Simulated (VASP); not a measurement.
A run of VASP 6.6.1:

File INCAR:

```
SYSTEM = YS
ALGO     = Normal         ! electronic algorithm
EDIFF    = 1E-7           ! SCF threshold, eV
EDIFFG   = -0.15          ! ionic threshold
ENCUT    = 520            ! plane-wave cutoff, eV
GGA      = PS             ! functional
IBRION   = 2              ! ionic algorithm
ISIF     = 3              ! what is computed and relaxed
ISMEAR   = 0              ! smearing method
LASPH    = .TRUE.         ! aspherical terms in the spheres
LCHARG   = .FALSE.        ! write CHGCAR
LREAL    = .FALSE.        ! projectors in reciprocal space
LWAVE    = .FALSE.        ! write WAVECAR
NELM     = 80             ! most SCF steps
NSW      = 80             ! ionic steps
PREC     = Accurate       ! precision mode
SIGMA    = 0.02           ! smearing width, eV
```

KPOINTS

```
k-points
0
G
  10 10 10
  0 0 0
```

POSCAR

```
YS
1.0
    0.0000000000      2.7436500000      2.7436500000
    2.7436500000      0.0000000000      2.7436500000
    2.7436500000      2.7436500000      0.0000000000
Y S
1 1
Direct
    0.5000000000      0.5000000000      0.5000000000
    0.0000000000      0.0000000000      0.0000000000
```

Potentials or basis: VASP PAW PBE potentials, release 64 (Y_sv, S).

Launch:

```sh
$ cat potpaw_PBE.64/Y_sv/POTCAR potpaw_PBE.64/S/POTCAR > POTCAR
$ mpirun -np 1 vasp_std > vasp.out
```

Hardware: 1 thread of Intel(R) Xeon(R) 6975P-C (Granite Rapids) (shared host).

**Question.** Estimate the wall time of this run.

**Answer.** Run time: 33 s on 1 thread of Intel(R) Xeon(R) 6975P-C (Granite Rapids), on a shared host, peak memory 0.2 GiB. Counts: scf iterations 33, k points 47, ion steps 3.
